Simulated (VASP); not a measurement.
# HfHg (Pm-3m) in VASP: further runs

One crystal, HfHg, is run at these levels: PBEsol; tasks: single point.

Program: VASP 6.6.1. These are calculated values, not measurements. Logs are shortened: lines on timing, memory, paths and dates and some standing lists are left out, and cuts for length are marked.

### Step 1. Starting point

It takes space group Pm-3m (No. 221, cubic). Conventional cell: a = 3.466 Å, b = 3.466 Å, c = 3.466 Å, α = 90.00°, β = 90.00°, γ = 90.00°. Around Hf (site symmetry m-3m) lie 8 Hg at 3.00 Å. Hg (site symmetry m-3m) has 8 Hf at 3.00 Å as nearest neighbours.

The cell comes from a database or a generator and needn't be the stable form of this composition.

### Step 2. Single point, PBEsol

Contents of INCAR:

```
SYSTEM = HfHg
  ALGO = Normal
  EDIFF = 1E-7
  ENCUT = 520
  GGA = PS
  ISIF = 2
  ISMEAR = 0
  LASPH = .True.
  LCHARG = .False.
  LREAL = .False.
  LWAVE = .False.
  NBANDS = 18
  NELM = 60
  PREC = Accurate
  SIGMA = 0.05
```

Contents of KPOINTS:

```
k-points
0
Gamma
  10 10 10
  0 0 0
```

Contents of POSCAR:

```
HfHg
1.0
    3.4663440693      0.0000000000      0.0000000000
    0.0000000000      3.4663440693      0.0000000000
    0.0000000000      0.0000000000      3.4663440693
Hf Hg
1 1
Direct
    0.0000000000      0.0000000000      0.0000000000
    0.5000000000      0.5000000000      0.5000000000
```

Potentials or basis: VASP PAW PBE potentials, release 64 (Hf_pv, Hg).

Run with:

```sh
$ cat potpaw_PBE.64/Hf_pv/POTCAR potpaw_PBE.64/Hg/POTCAR > POTCAR
$ mpirun -np 1 vasp_std > vasp.out
```

OUTCAR:

```text
SYSTEM = HfHg
   EDIFF = 1E-7
   ENCUT = 520
   GGA = PS
   ISIF = 2
   ISMEAR = 0
   LASPH = .True.
   LREAL = .False.
   NELM = 60
   PREC = Accurate

 ion  position               nearest neighbor table
   1  0.000  0.000  0.000-   2 3.00   2 3.00   2 3.00   2 3.00   2 3.00   2 3.00   2 3.00   2 3.00

   2  0.500  0.500  0.500-   1 3.00   1 3.00   1 3.00   1 3.00   1 3.00   1 3.00   1 3.00   1 3.00

  LATTYP: Found a simple cubic cell.
 ALAT       =     3.4663440693

  Lattice vectors:

 A1 = (   3.4663440693,   0.0000000000,   0.0000000000)
 A2 = (   0.0000000000,   3.4663440693,   0.0000000000)
 A3 = (   0.0000000000,   0.0000000000,   3.4663440693)

Analysis of symmetry for initial positions (statically):
=====================================================================
 Subroutine PRICEL returns:
 Original cell was already a primitive cell.

 Routine SETGRP: Setting up the symmetry group for a
 simple cubic supercell.

 Subroutine GETGRP returns: Found 48 space group operations
 (whereof 48 operations were pure point group operations)
 out of a pool of 48 trial point group operations.

The static configuration has the point symmetry O_h .

Analysis of symmetry for dynamics (positions and initial velocities):
=====================================================================
 Subroutine PRICEL returns:
 Original cell was already a primitive cell.

 Routine SETGRP: Setting up the symmetry group for a
 simple cubic supercell.

 Subroutine GETGRP returns: Found 48 space group operations
 (whereof 48 operations were pure point group operations)
 out of a pool of 48 trial point group operations.

The dynamic configuration has the point symmetry O_h .

 Subroutine INISYM returns: Found 48 space group operations
 (whereof 48 operations are pure point group operations),
 and found     1 'primitive' translations

----------------------------------------------------------------------------------------

                                     Primitive cell

  volume of cell :      41.6500

  direct lattice vectors                    reciprocal lattice vectors
     3.466344069  0.000000000  0.000000000     0.288488384  0.000000000  0.000000000
     0.000000000  3.466344069  0.000000000     0.000000000  0.288488384  0.000000000
     0.000000000  0.000000000  3.466344069     0.000000000  0.000000000  0.288488384

  length of vectors
     3.466344069  3.466344069  3.466344069     0.288488384  0.288488384  0.288488384

  position of ions in fractional coordinates (direct lattice)
     0.000000000  0.000000000  0.000000000
     0.500000000  0.500000000  0.500000000

  ion indices of the primitive-cell ions
   primitive index   ion index
                 1           1
                 2           2

----------------------------------------------------------------------------------------

 KPOINTS: k-points

Automatic generation of k-mesh.
 Grid dimensions read from file:
 generate k-points for:   10   10   10

 Generating k-lattice:

  Cartesian coordinates                     Fractional coordinates (reciprocal lattice)
     0.028848838  0.000000000  0.000000000     0.100000000  0.000000000  0.000000000
     0.000000000  0.028848838  0.000000000     0.000000000  0.100000000  0.000000000
     0.000000000  0.000000000  0.028848838     0.000000000  0.000000000  0.100000000

  Length of vectors
     0.028848838  0.028848838  0.028848838

  Shift w.r.t. Gamma in fractional coordinates (k-lattice)
     0.000000000  0.000000000  0.000000000

 Subroutine IBZKPT returns following result:
 ===========================================

 Found     56 irreducible k-points:

 Following reciprocal coordinates:
            Coordinates               Weight
  0.000000  0.000000  0.000000      1.000000
  0.100000  0.000000  0.000000      6.000000
  0.200000  0.000000  0.000000      6.000000
  0.300000  0.000000  0.000000      6.000000
  0.400000  0.000000  0.000000      6.000000
  0.500000  0.000000  0.000000      3.000000
[... 16 lines left out ...]
  0.200000  0.100000  0.100000     24.000000
  0.300000  0.100000  0.100000     24.000000
 [... further k-points ...]
   k-points           NKPTS =     56   k-points in BZ     NKDIM =     56   number of bands    NBANDS=     18
   number of dos      NEDOS =    301   number of ions     NIONS =      2
   total plane-waves  NPLWV =  21952
   dimension x,y,z NGX =    28 NGY =   28 NGZ =   28
   dimension x,y,z NGXF=    56 NGYF=   56 NGZF=   56
   ions per type =               1   1
   NGX,Y,Z   is equivalent  to a cutoff of  13.43, 13.43, 13.43 a.u.
   NGXF,Y,Z  is equivalent  to a cutoff of  26.86, 26.86, 26.86 a.u.
 SYSTEM =  HfHg
   PREC   = accura    normal or accurate (medium, high low for compatibility)
   ISTART =      0    job   : 0-new  1-cont  2-samecut
   ICHARG =      2    charge: 1-file 2-atom 10-const
   ISPIN  =      1    spin polarized calculation?
   LNONCOLLINEAR =      F non collinear calculations
   LSORBIT =      F    spin-orbit coupling
   LASPH  =      T    aspherical Exc in radial PAW
   ENCUT  =  520.0 eV  38.22 Ry    6.18 a.u.   6.45  6.45  6.45*2*pi/ulx,y,z
   NELM   =     60;   NELMIN=  2; NELMDL= -5     # of ELM steps
   EDIFF  = 0.1E-06   stopping-criterion for ELM
   LREAL  =      F    real-space projection
   EDIFFG = 0.1E-05   stopping-criterion for IOM
   NSW    =      0    number of steps for IOM
   IBRION =     -1    ionic relax: 0-MD 1-quasi-New 2-CG
   NFREE  =      0    steps in history (QN), initial steepest desc. (CG)
   ISIF   =      2    stress and relaxation
   ISYM   =      2    0-nonsym 1-usesym 2-fastsym
   POTIM  = 0.5000    time-step for ionic-motion
   TEBEG  =    0.0;   TEEND  =   0.0 temperature during run
   PSTRESS=    0.0 pullay stress
   NELECT =      22.0000    total number of electrons
   NUPDOWN=      -1.0000    fix difference up-down
   EMIN   =  10.00;   EMAX   =-10.00  energy-range for DOS
   EFERMI =   0.00;   METHOD = LEGACY
   ISMEAR =     0;   SIGMA  =   0.05  broadening in eV -4-tet -1-fermi 0-gaus
   EFERMI_NEDOS =   21; number of points for ismear=-14 and -15
   IALGO  =     38    algorithm
   IMIX   =      4    mixing-type and parameters
     AMIX     =   0.40;   BMIX     =  1.00
     AMIX_MAG =   1.60;   BMIX_MAG =  1.00
  volume/ion in A,a.u.               =      20.83       140.53
  Fermi-wavevector in a.u.,A,eV,Ry     =   1.323358  2.500784 23.827567  1.751277
  Thomas-Fermi vector in A             =   2.452972
   LORBIT       =      0    0 simple, 1 ext, 2 COOP (PROOUT), +10 PAW based schemes
   GGA     = PS    functional components
   LHFCALC =     F    Hartree Fock is set to
   AEXX    =    0.0000 exact exchange contribution
   IVDW    =     0    specifies the selected vdW correction
   LEPSILON=     F    determine dielectric tensor
   LRPA    =     F    only Hartree local field effects (RPA)
 non-spin polarized calculation
 Gauss-broadening in eV      SIGMA  =   0.05
  energy-cutoff  :      520.00
  volume of cell :       41.65
 maximum number of plane-waves:      1141
 NGX is ok and might be reduce to    28
   NGX = 13   NGY = 13   NGZ = 13

 number of electron      21.9999994 magnetization

 Free energy of the ion-electron system (eV)
  ---------------------------------------------------
  ext. energy  EPLUGINS =         0.00000000
  ---------------------------------------------------
  free energy    TOTEN  =       -11.30142542 eV

  energy without entropy =      -11.30015167  energy(sigma->0) =      -11.30078854

 E-fermi :   4.7675     XC(G=0): -11.7844

 val. band max:        4.7505344183   @ k =   0.5000   0.5000   0.0000
 cond. band min:       4.7830953695   @ k =   0.5000   0.2000   0.1000
 fundamental gap:      0.0325609512
 Fermi energy:         4.7675001448

 k-point     1 :       0.0000    0.0000    0.0000
  band No.  band energies     occupation
      1     -26.3173      2.00000
      2     -26.3173      2.00000
      3     -26.3173      2.00000
      4      -4.7315      2.00000
      5      -3.4681      2.00000
      6      -3.4681      2.00000
[... 10 lines left out ...]
     17       9.6924      0.00000
     18      13.0568      0.00000

 k-point     2 :       0.1000    0.0000    0.0000
  band No.  band energies     occupation
      1     -26.3356      2.00000
      2     -26.3162      2.00000
      3     -26.3162      2.00000
      4      -4.5622      2.00000
      5      -3.4425      2.00000
      6      -3.3965      2.00000
[... 10 lines left out ...]
     17      10.5954      0.00000
     18      14.0018      0.00000

 k-point     3 :       0.2000    0.0000    0.0000
  band No.  band energies     occupation
      1     -26.3829      2.00000
      2     -26.3131      2.00000
      3     -26.3131      2.00000
      4      -4.0866      2.00000
      5      -3.3740      2.00000
      6      -3.1805      2.00000
[... 10 lines left out ...]
     17      12.0743      0.00000
     18      15.2256      0.00000

 k-point     4 :       0.3000    0.0000    0.0000
  band No.  band energies     occupation
      1     -26.4408      2.00000
      2     -26.3093      2.00000
      3     -26.3093      2.00000
      4      -3.4945      2.00000
      5      -3.2863      2.00000
      6      -2.7134      2.00000
[... 375 lines left out ...]
      4      -4.2419      2.00000
      5      -3.3272      2.00000
      6      -3.3272      2.00000
[... 10 lines left out ...]
     17      10.5183      0.00000
     18      15.9151      0.00000

 k-point    23 :       0.2000    0.1000    0.1000
  band No.  band energies     occupation
      1     -26.3796      2.00000
      2     -26.3300      2.00000
      3     -26.3284      2.00000
      4      -3.8155      2.00000
      5      -3.2694      2.00000
      6      -3.1220      2.00000
[... 10 lines left out ...]
     17      11.9514      0.00000
     18      16.9208      0.00000

 k-point    24 :       0.3000    0.1000    0.1000
  band No.  band energies     occupation
      1     -26.4365      2.00000
      2     -26.3251      2.00000
      3     -26.3245      2.00000
      4      -3.3513      2.00000
      5      -3.1955      2.00000
      6      -2.8845      2.00000
[... 10 lines left out ...]
     17      13.4506      0.00000
     18      16.5449      0.00000

 [... further k-points ...]

------------------------ aborting loop because EDIFF is reached ----------------------------------------

  FORCE on cell =-STRESS in cart. coord.  units (eV):
  Direction    XX          YY          ZZ          XY          YZ          ZX
  --------------------------------------------------------------------------------------
  -------------------------------------------------------------------------------------
  Total       -0.8544998     -0.8544998     -0.8544998      0.0000000      0.0000000     -0.0000000
  in kB      -32.8705940    -32.8705940    -32.8705940      0.0000000      0.0000000     -0.0000000
  external PRESSURE =     -32.8705940 kB  Pullay stress =       0.0000000 kB

 VOLUME and BASIS-vectors are now :
 -----------------------------------------------------------------------------
  energy-cutoff  :      520.00
  volume of cell :       41.65
      direct lattice vectors                 reciprocal lattice vectors
     3.466344069  0.000000000  0.000000000     0.288488384  0.000000000  0.000000000
     0.000000000  3.466344069  0.000000000     0.000000000  0.288488384  0.000000000
     0.000000000  0.000000000  3.466344069     0.000000000  0.000000000  0.288488384

 POSITION                                       TOTAL-FORCE (eV/Angst)
 -----------------------------------------------------------------------------------
      0.00000      0.00000      0.00000         0.000000      0.000000      0.000000
      1.73317      1.73317      1.73317         0.000000      0.000000      0.000000
 -----------------------------------------------------------------------------------
    total drift:                                0.000000      0.000000      0.000000

  FREE ENERGIE OF THE ION-ELECTRON SYSTEM (eV)
  ---------------------------------------------------
  free  energy   TOTEN  =       -11.3014254150 eV

  energy  without entropy=      -11.3001516733  energy(sigma->0) =      -11.30078854
```

It took 29 s on 1 thread of Intel Xeon Platinum 8259CL at 2.50GHz (Skylake/Cascade Lake), shared host; peak memory 0.18 GiB.

What came out:

```yaml
Free_energy: -11.3014 eV
Pressure: -3.3 GPa
Band_gap_on_the_k_mesh: none (metal or under the smearing width)
```

Caveat: the PAW data sets were made with another functional, which shifts forces and pressure a little.

[end of part 1 of 2]
